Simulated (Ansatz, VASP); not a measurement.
# W (liquid W at 5000 K) in two plane-wave programs

One calculation is typed for both programs; each brings its own data sets. How far apart do they land? The cell is taken from a series of runs on this material, whose earlier steps may have relaxed, scaled, displaced or heated it; both programs get it as it stands.

Calculated with Ansatz 0.2.0; plane waves, with VASP 6.6.1 beside it; single point at PBE.

## 1. Starting point

The cell holds 67 atoms: 67 W. Cell: a = 10.721 Å, b = 10.721 Å, c = 10.721 Å, α = 90.0°, β = 90.0°, γ = 90.0°. As first built, before any earlier steps moved the atoms (in the runner's words): 67 atoms (67 W) placed at random at 16.9 g/cm^3, melted at 5000 K for 10 ps at fixed volume with the EAM W potential (Zhou et al., Acta Mater. 49, 4005 (2001)). Snapshot at the end of a hold of 10 ps at 5000 K and zero pressure.

## 2. VASP: single point, PBE

With cell and atoms fixed, the geometry can't cause a difference; cores, projectors, grids and the points listed under the comparison can.

Lines of VASP's logs that name or quote its potential files are left out, and so is its time.

Input file INCAR:

```
SYSTEM = W
PREC = Accurate
ENCUT = 600
EDIFF = 1E-06
NELM = 120
ISMEAR = 1
SIGMA = 0.15
LREAL = Auto
ALGO = Normal
GGA = PE
NBANDS = 247
LASPH = .TRUE.
LORBIT = 11
LWAVE = .FALSE.
LCHARG = .FALSE.
ISIF = 2
GGA_COMPAT = .FALSE.
```

Input file POSCAR:

```
W
1.0
   10.7209100000      0.0000000000      0.0000000000
    0.0000000000     10.7209100000      0.0000000000
    0.0000000000      0.0000000000     10.7209100000
W
67
Direct
    0.8773600000      0.7132400000      0.8721200000
    0.9220000000      0.7138100000      0.5941600000
    0.0926000000      0.7075500000      0.7587900000
    0.5593900000      0.8036000000      0.4839400000
    0.6807500000      0.6979400000      0.2684400000
    0.0260100000      0.6649000000      0.0471000000
    0.0849900000      0.8859700000      0.4958700000
    0.7719800000      0.2639900000      0.5298500000
    0.7660000000      0.5709200000      0.0683600000
    0.4353200000      0.6125900000      0.4010900000
    0.5814100000      0.2591900000      0.9760000000
    0.2363500000      0.8593000000      0.7008100000
    0.5741000000      0.2254500000      0.6945900000
    0.7224700000      0.8334800000      0.0324900000
    0.4328000000      0.2369200000      0.1633900000
    0.9187500000      0.4521700000      0.6711300000
    0.6543900000      0.9837200000      0.3351100000
    0.9374300000      0.0625200000      0.4787600000
    0.2408900000      0.7972000000      0.3065500000
    0.2851000000      0.6290900000      0.9400800000
    0.8650600000      0.3330800000      0.9307900000
    0.6730700000      0.5957900000      0.5756800000
    0.8792700000      0.9191000000      0.7307000000
    0.4191800000      0.6365900000      0.6785900000
    0.3080300000      0.4085500000      0.4337100000
    0.8379300000      0.1758600000      0.7352500000
    0.6911300000      0.1485400000      0.1887300000
    0.5353900000      0.4290800000      0.5473500000
    0.6665500000      0.7983700000      0.7481400000
    0.5966300000      0.0572200000      0.8193200000
    0.8973800000      0.2663600000      0.2921500000
    0.0958600000      0.0126600000      0.2621100000
    0.3229100000      0.2699200000      0.6122600000
    0.2200500000      0.4223300000      0.0614200000
    0.5509500000      0.6653300000      0.9056800000
    0.6555800000      0.4009000000      0.2846800000
    0.6862100000      0.4539700000      0.7864500000
    0.9686900000      0.7070500000      0.3373800000
    0.2286300000      0.4974600000      0.6521500000
    0.7882800000      0.0692000000      0.9811200000
    0.3578200000      0.1176000000      0.8313600000
    0.1265600000      0.0890600000      0.6958300000
    0.4693200000      0.5775900000      0.1526200000
    0.0069200000      0.2138900000      0.0640300000
    0.1229200000      0.2755300000      0.8253100000
    0.2291100000      0.1308600000      0.4653900000
    0.4425600000      0.9955400000      0.6032700000
    0.4297100000      0.3904900000      0.8128700000
    0.8090000000      0.5027400000      0.4260400000
    0.9741600000      0.4586600000      0.1599600000
    0.8022100000      0.8568500000      0.4794600000
    0.5364500000      0.2167900000      0.4241800000
    0.1645100000      0.2834500000      0.2714400000
    0.3541800000      0.0460000000      0.2569500000
    0.2179700000      0.1129000000      0.0753000000
    0.0362400000      0.4841700000      0.8906700000
    0.1742100000      0.6896100000      0.5267100000
    0.4572700000      0.8222200000      0.1518400000
    0.6931800000      0.0380200000      0.5997600000
    0.0652400000      0.4852700000      0.4053100000
    0.9894000000      0.9009000000      0.0044200000
    0.8519700000      0.9184300000      0.2191400000
    0.2161700000      0.5737000000      0.2060800000
    0.4733300000      0.0485500000      0.0506100000
    0.2376800000      0.8469700000      0.0815300000
    0.4044800000      0.8768300000      0.8815400000
    0.0622000000      0.2834700000      0.5421700000
```

Input file KPOINTS:

```
Automatic mesh
0
Gamma
2 2 2
0 0 0
```

PAW data sets: W (PBE family, release 64).

On the command line:

```bash
$ export OMP_NUM_THREADS=3
$ mpirun -np 1 vasp_std
```

Numbers of over 12 decimals in the logs are rounded to 6 here.

Output:

```text
[banner, memory and clock lines left out]
running    1 mpi-ranks, on    1 nodes
[...]
Offloading initialized ...    1 GPUs detected
[...]
LDA part: xc-table for (Slater+PW92), standard interpolation
 POSCAR, INCAR and KPOINTS ok, starting setup
[...]
entering main loop
       N       E                     dE             d eps       ncg     rms          rms(c)
DAV:   1     0.179027367833E+04    0.17903E+04   -0.18714E+05  3952   0.162E+03
DAV:   2    -0.507990828420E+03   -0.22983E+04   -0.21656E+04  4360   0.377E+02
DAV:   3    -0.826306418093E+03   -0.31832E+03   -0.29899E+03  6312   0.896E+01
DAV:   4    -0.848706958828E+03   -0.22401E+02   -0.21095E+02  5680   0.219E+01
[...]
DAV:  21    -0.804475795717E+03    0.11384E-05   -0.31364E-05  6384   0.105E-02    0.204E-02
DAV:  22    -0.804475793447E+03    0.22697E-05   -0.15044E-05  5912   0.740E-03    0.111E-02
DAV:  23    -0.804475792865E+03    0.58259E-06   -0.31009E-06  3008   0.426E-03
   1 F= -.80447579E+03 E0= -.80447202E+03  d E =-.113122E-01
```

Parts of OUTCAR (step 2):

```text
 POSITION                                       TOTAL-FORCE (eV/Angst)
 -----------------------------------------------------------------------------------
      9.40610      7.64658      9.34992        -2.993529     -0.953277      0.559360
      9.88468      7.65269      6.36994        -0.111943     -3.411478      0.787693
      0.99276      7.58558      8.13492        -0.976090     -1.829817      2.375408
      5.99717      8.61532      5.18828        -1.200467      0.952376     -0.445916
      7.29826      7.48255      2.87792        -0.098346     -0.256931      0.098636
      0.27885      7.12833      0.50495         1.224636      1.238411      1.167750
      0.91117      9.49840      5.31618        -1.439398      2.063284      0.485585
      8.27633      2.83021      5.68047        -0.246605      1.560993     -2.186328
      8.21222      6.12078      0.73288        -0.774512     -0.409107      0.151859
      4.66703      6.56752      4.30005         0.477916      0.636132     -0.038715
      6.23324      2.77875     10.46361         1.542078      1.853783     -1.605544
      2.53389      9.21248      7.51332         3.529735      3.018107     -0.359074
      6.15487      2.41703      7.44664        -2.002105      4.272773     -1.228861
      7.74554      8.93566      0.34832        -0.804290     -0.291629      0.046950
[...]
-----------------------------------------------------------------------------------
    total drift:                               -0.002519     -0.000615     -0.000943

  FREE ENERGIE OF THE ION-ELECTRON SYSTEM (eV)
  ---------------------------------------------------
  free  energy   TOTEN  =      -804.4757928646 eV

  energy  without entropy=     -804.4644806362  energy(sigma->0) =     -804.47202212

[... 3 further parts left out ...]
[key lines of the parts left out:]
E-fermi :   5.9917
```

The data set W keeps the semicore shell frozen, which is cheaper and a little less accurate.

## 3. Ansatz: single point, PBE

Ansatz runs on its default PAW (the set named soft_2) files.

The same cell, functional, mesh and smearing now go to Ansatz, which takes its cutoff from its data sets.

Input file input.yaml:

```yaml
crystal:
  lattice:
    - [10.72091, 0.0, 0.0]
    - [0.0, 10.72091, 0.0]
    - [0.0, 0.0, 10.72091]
  atoms:
    - { symbol: W, position: [0.87736, 0.71324, 0.87212] }
    - { symbol: W, position: [0.922, 0.71381, 0.59416] }
    - { symbol: W, position: [0.0926, 0.70755, 0.75879] }
    - { symbol: W, position: [0.55939, 0.8036, 0.48394] }
    - { symbol: W, position: [0.68075, 0.69794, 0.26844] }
    - { symbol: W, position: [0.02601, 0.6649, 0.0471] }
    - { symbol: W, position: [0.08499, 0.88597, 0.49587] }
    - { symbol: W, position: [0.77198, 0.26399, 0.52985] }
    - { symbol: W, position: [0.766, 0.57092, 0.06836] }
    - { symbol: W, position: [0.43532, 0.61259, 0.40109] }
    - { symbol: W, position: [0.58141, 0.25919, 0.976] }
    - { symbol: W, position: [0.23635, 0.8593, 0.70081] }
    - { symbol: W, position: [0.5741, 0.22545, 0.69459] }
    - { symbol: W, position: [0.72247, 0.83348, 0.03249] }
    - { symbol: W, position: [0.4328, 0.23692, 0.16339] }
    - { symbol: W, position: [0.91875, 0.45217, 0.67113] }
    - { symbol: W, position: [0.65439, 0.98372, 0.33511] }
    - { symbol: W, position: [0.93743, 0.06252, 0.47876] }
    - { symbol: W, position: [0.24089, 0.7972, 0.30655] }
    - { symbol: W, position: [0.2851, 0.62909, 0.94008] }
    - { symbol: W, position: [0.86506, 0.33308, 0.93079] }
    - { symbol: W, position: [0.67307, 0.59579, 0.57568] }
    - { symbol: W, position: [0.87927, 0.9191, 0.7307] }
    - { symbol: W, position: [0.41918, 0.63659, 0.67859] }
    - { symbol: W, position: [0.30803, 0.40855, 0.43371] }
    - { symbol: W, position: [0.83793, 0.17586, 0.73525] }
    - { symbol: W, position: [0.69113, 0.14854, 0.18873] }
    - { symbol: W, position: [0.53539, 0.42908, 0.54735] }
    - { symbol: W, position: [0.66655, 0.79837, 0.74814] }
    - { symbol: W, position: [0.59663, 0.05722, 0.81932] }
    - { symbol: W, position: [0.89738, 0.26636, 0.29215] }
    - { symbol: W, position: [0.09586, 0.01266, 0.26211] }
    - { symbol: W, position: [0.32291, 0.26992, 0.61226] }
    - { symbol: W, position: [0.22005, 0.42233, 0.06142] }
    - { symbol: W, position: [0.55095, 0.66533, 0.90568] }
    - { symbol: W, position: [0.65558, 0.4009, 0.28468] }
    - { symbol: W, position: [0.68621, 0.45397, 0.78645] }
    - { symbol: W, position: [0.96869, 0.70705, 0.33738] }
    - { symbol: W, position: [0.22863, 0.49746, 0.65215] }
    - { symbol: W, position: [0.78828, 0.0692, 0.98112] }
    - { symbol: W, position: [0.35782, 0.1176, 0.83136] }
    - { symbol: W, position: [0.12656, 0.08906, 0.69583] }
    - { symbol: W, position: [0.46932, 0.57759, 0.15262] }
    - { symbol: W, position: [0.00692, 0.21389, 0.06403] }
    - { symbol: W, position: [0.12292, 0.27553, 0.82531] }
    - { symbol: W, position: [0.22911, 0.13086, 0.46539] }
    - { symbol: W, position: [0.44256, 0.99554, 0.60327] }
    - { symbol: W, position: [0.42971, 0.39049, 0.81287] }
    - { symbol: W, position: [0.809, 0.50274, 0.42604] }
    - { symbol: W, position: [0.97416, 0.45866, 0.15996] }
    - { symbol: W, position: [0.80221, 0.85685, 0.47946] }
    - { symbol: W, position: [0.53645, 0.21679, 0.42418] }
    - { symbol: W, position: [0.16451, 0.28345, 0.27144] }
    - { symbol: W, position: [0.35418, 0.046, 0.25695] }
    - { symbol: W, position: [0.21797, 0.1129, 0.0753] }
    - { symbol: W, position: [0.03624, 0.48417, 0.89067] }
    - { symbol: W, position: [0.17421, 0.68961, 0.52671] }
    - { symbol: W, position: [0.45727, 0.82222, 0.15184] }
    - { symbol: W, position: [0.69318, 0.03802, 0.59976] }
    - { symbol: W, position: [0.06524, 0.48527, 0.40531] }
    - { symbol: W, position: [0.9894, 0.9009, 0.00442] }
    - { symbol: W, position: [0.85197, 0.91843, 0.21914] }
    - { symbol: W, position: [0.21617, 0.5737, 0.20608] }
    - { symbol: W, position: [0.47333, 0.04855, 0.05061] }
    - { symbol: W, position: [0.23768, 0.84697, 0.08153] }
    - { symbol: W, position: [0.40448, 0.87683, 0.88154] }
    - { symbol: W, position: [0.0622, 0.28347, 0.54217] }
kpoints:
  mp_grid: { grid: [2, 2, 2] }
hamiltonian:
  xc: pbe
scf:
  occupations: { method: cold, width: 0.15 }
output:
  forces: true
  stress: true
  populations: true
  dos:
    method: { smearing: { sigma: 0.08 } }
    de: 0.1
    projected: { site_lists: { W: [W] } }
  eigenvalues: true
  write_density: true
  write_potential: true
  volumetric_format: npy
  elf: true
```

On the command line:

```bash
$ ansatz run input.yaml --threads 8 --pin off --max-ram 15872MiB --backend cpu --events-out ev --progress --plain --runs-dir out
```

Output:

```text
Engine: ansatz 0.2.0, x86_64-unknown-linux-gnu
Pseudopotentials: kind: paw
Pseudopotential: W, paw, valence charge 14, recommended cutoff 420 eV (normal), W.paw.azcp
Functional definition: PBE
  parameter kappa = 0.804
  parameter beta = 0.066725
  exchange = pbe_x(kappa = kappa, mu = beta*pi^2/3)
  correlation = pbe_c(beta = beta)
Crystal: 67 atoms, lattice volume = 1232.239 Å³
Basis set: ecut = 420 eV, 23871 PW (Γ), exchange–correlation on 144×144×144 points (8 copies of the dense FFT grid, shifted against one another)
Bands: 563, of which v1, the nominal top of the filled ones, is band 469 counted from 1 (468 counted from 0)
Symmetry: 1 space group operations
Space group: P1 (ITA 1), of the structure as read, at distance tolerance 1.1e-4 Å
k-points: 8
Non-local potential: W, projectors of the file, l = 0: 3, l = 1: 2, l = 2: 2, l = 3: 1
PAW form: soft (Blöchl's): semilocal exchange-correlation on the pseudo side does not see the compensation charge
PAW one-centre angular grid: W, 590 points (default); XC on 64 Gauss nodes
Initial density: superposition of atomic densities (neutral atoms: chi_scale 0, normalization atom), corrected by the library's trained network
Initial wavefunctions: pseudopotential atomic-orbital guess
Functional: x = pbe(κ = 0.804, μ = 0.219515), c = pbe(β = 0.066725)
SCF iter   1: F=—  HF=-695714.912916 eV  |F-HF|=—  |Δ(HF+E_count)|=         —  Δρ=8.56e-3  dr2=2.16e0  ethr=1.77e-3  ⟨swp⟩=4.0  Hψ=16552  notcnv=0
preconditioner: auto → Kerker (q_TF=auto, 2.607 Å⁻¹)  [metal: Δε(μ)=0.005 eV  Ē_g=4.288 eV  σ=0.150 eV  W_gap=0.02  n_scr=364 (ndim 8)  ℏωp=21.2 eV  f_vac=0.000  D(μ)=62.30/eV (n_scr^D=586)]
SCF iter   2: F=—  HF=-695714.777924 eV  |F-HF|=—  |Δ(HF+E_count)|=   1.35e-1  S|Δr|=    0.00e0  Δρ=4.73e-3  dr2=6.34e-1  ethr=2.30e-4  ⟨swp⟩=1.0  Hψ=5184  notcnv=0
SCF iter   3: F=—  HF=-695714.727305 eV  |F-HF|=—  |Δ(HF+E_count)|=   5.06e-2  S|Δr|=    0.00e0  Δρ=6.29e-4  dr2=6.90e-3  ethr=6.76e-5  ⟨swp⟩=2.0  Hψ=4670  notcnv=0
SCF iter   4: F=—  HF=-695714.726606 eV  |F-HF|=—  |Δ(HF+E_count)|=   6.99e-4  S|Δr|=    0.00e0  Δρ=1.41e-4  dr2=4.52e-4  ethr=7.35e-7  ⟨swp⟩=2.0  Hψ=5652  notcnv=0
SCF iter   5: F=—  HF=-695714.726549 eV  |F-HF|=—  |Δ(HF+E_count)|=   5.74e-5  S|Δr|=    0.00e0  Δρ=4.30e-5  dr2=3.92e-5  ethr=4.82e-8  ⟨swp⟩=2.0  Hψ=5051  notcnv=0
SCF iter   6: F=—  HF=-695714.728799 eV  |F-HF|=—  |Δ(HF+E_count)|=   2.25e-3  S|Δr|=    0.00e0  Δρ=1.15e-5  dr2=2.74e-6  ethr=4.18e-9  ⟨swp⟩=2.0  Hψ=6027  notcnv=0
SCF iter   7: F=—  HF=-695714.728799 eV  |F-HF|=—  |Δ(HF+E_count)|=   1.44e-7  S|Δr|=    0.00e0  Δρ=2.96e-6  dr2=1.81e-7  ethr=2.92e-10  ⟨swp⟩=2.0  Hψ=5662  notcnv=0
SCF iter   8: F=-695714.728799 eV  HF=-695714.728799 eV  |F-HF|=5.24e-9  |Δ(HF+E_count)|=   1.11e-8  S|Δr|=    0.00e0  Δρ=7.63e-7  dr2=1.27e-8  ethr=1.07e-11  ⟨swp⟩=15.2  Hψ=30451  notcnv=0
SCF 1 converged in 8 iterations: F = -695714.728799 eV  dr2 = 1.27e-8
  greatest PAW one-centre occupation: 1.000 electrons in one spin orbital (limit 2), on the W atom at site 4 (counted from 0), in its partial waves of l = 0
SCF converged after 8 iterations
Stability not checked: this state was not tested for a lower state beside it, because cold or Methfessel-Paxton smearing, or corrected tetrahedra, fill the levels in a way that the test cannot read (fill_not_monotonic; see scf.lower_state_search)
Free energy (F): -695714.728799 eV
Harris-Foulkes:  -695714.728799 eV  (|F-HF|=5.24e-9)
Internal energy: -695714.728948 eV  (E = F + TS)
E sigma→0 (E₀):  -695714.728849 eV
Entropy (-TS):   0.000149 eV (0.002 meV/atom)
Fermi energy:    18.780937 eV
Step filling:    the computed levels leave a gap of 0.0033 eV = 0.0 smearing widths at the electron count; against every level under it full and every level over it empty, smearing changes F+E_penalty+E_count by -13.696 meV and its σ→0 estimate by -13.746 meV
--- Per-component energies (eV) ---
  E_band       = -8667.552469
  E_kinetic    = 30013.857242
  E_local      = -54216.872763  (includes V_loc(G=0)·N_el)
  E_nonlocal   = 118.508712
  E_hartree    = 19840.922422
  E_xc         = -17795.796895
  E_vxc        = -15882.618705  (∫ρ·V_xc dr)
  E_paw        = -573698.058871  (= ΣΔE_a)
  E_vpaw       = -8382.264404  (= ΣTr[D̂ρ^β])
  E_aug_tail   = -0.003983  (compensation charges beyond the density's cutoff)
  E_ewald      = -99977.284812
  E_smearing   = 0.000149  (= −TS)
  E_closure    = 0.000000  (closes the sum)
  Σ components = -695714.728799   (vs F -695714.728799, Δ=0.00e0)
--- Forces (eV/Å), atoms counted from 1 ---
  atom   1  W     -3.17162509    -1.06424413     0.38966121
  atom   2  W      0.01657794    -3.84629669     0.97816356
  atom   3  W     -1.24861583    -2.26611598     2.68023534
  atom   4  W     -1.26571905     1.00637567    -0.42239676
  atom   5  W     -0.09940419    -0.21257354     0.19907614
  atom   6  W      1.37622261     1.29619772     1.37952463
[...]
k-point 7: bands = [... 465 lower, 18.6917, 18.7523, 18.7595, 18.7862, 18.8051, 18.8181, 18.8659, 18.8916, ... 90 higher]
--- Löwdin populations: 67 sites ---
  site symbol       q [e]
     0      W     13.9095
     1      W     13.8784
     2      W     13.9213
     3      W     13.9278
     4      W     13.8266
     5      W     13.8851
     6      W     13.9392
     7      W     13.8495
     8      W     13.8793
     9      W     13.9499
    10      W     13.8313
    11      W     13.9907
    12      W     13.8976
    13      W     13.8367
    14      W     13.8983
    15      W     13.8583
    16      W     13.9149
    17      W     13.8690
    18      W     13.8561
    19      W     13.8478
    20      W     13.9422
    21      W     13.9664
    22      W     13.8504
    23      W     13.8247
[...]
59      W     13.8834
    60      W     13.8509
    61      W     13.8662
    62      W     13.9054
    63      W     13.8614
    64      W     13.9032
    65      W     13.9046
    66      W     13.8523
  spilling = 0.008386 (of n_electrons = 938.000000)
```

## 4. Side by side

Known differences besides the potentials themselves: cold smearing in Ansatz, first-order Methfessel-Paxton in VASP; the data sets hold 938 valence electrons in Ansatz (on its default PAW (the set named soft_2) files) and 402 in VASP; the cutoff is 420 eV in Ansatz and 600 eV in VASP (PREC = Accurate, projectors in real space). Total energies have different zeros and are not compared.

Both answers:

```csv
quantity,Ansatz,VASP,difference
pressure (GPa),-4.28,-7.49,+3.21
```

Forces on 8 of the 67 atoms, those with the largest forces and the largest differences (eV/Å; atoms numbered as in POSCAR):

```csv
atom,"Ansatz x, y, z","VASP x, y, z"
W12,"3.934, 3.440, -0.515","3.530, 3.018, -0.359"
W13,"-2.103, 5.006, -1.787","-2.002, 4.273, -1.229"
W15,"-0.148, 5.423, 1.679","-0.116, 4.740, 1.498"
W22,"0.781, 4.608, 2.684","0.654, 3.966, 2.347"
W30,"1.506, -5.696, 4.381","1.377, -4.860, 3.776"
W33,"1.512, -1.562, 4.420","1.293, -1.530, 3.911"
W34,"0.797, -4.196, -3.649","0.710, -3.276, -2.882"
W63,"0.079, 3.324, 3.537","0.091, 2.556, 2.760"
```

The forces differ by 238 meV/Å r.m.s., which is 15.8 % of the r.m.s. force of 1.510 eV/Å (both taken over all components).

## 5. What came out

```yaml
r_m_s_force_difference_single_point_pbe: 16 % of the r.m.s. force
difference_in_pressure_single_point_pbe: 3.2 GPa
```

In words: The r.m.s. force difference is 16 % of the r.m.s. force (single point, PBE), beyond the 3 % picked in this series as the mark of a large difference. The data sets hold unlike numbers of valence electrons (938 in Ansatz and 402 in VASP), so part of the differences comes from the potentials. By the marks of this series, far apart in the single point, PBE pair: the r.m.s. force difference, 16 % of the r.m.s. force and the difference in pressure, 3.2 GPa. What causes the difference of the single point, PBE pair stays open here. How closely two codes agree says nothing of how well the functional describes the real material.

[Lines on the potential files, build, host, timing and source positions are cut from VASP's logs without a mark.]

[Logs are printed without paths, hosts, clocks, repeated set-up lines and the standing remarks that a program may print on its own settings, such as how far it seeks lower states.]

[Hosts, paths, dates, database ids (printed as entryN), source tags and the programs' standing remarks are cut or masked in the printed files.]
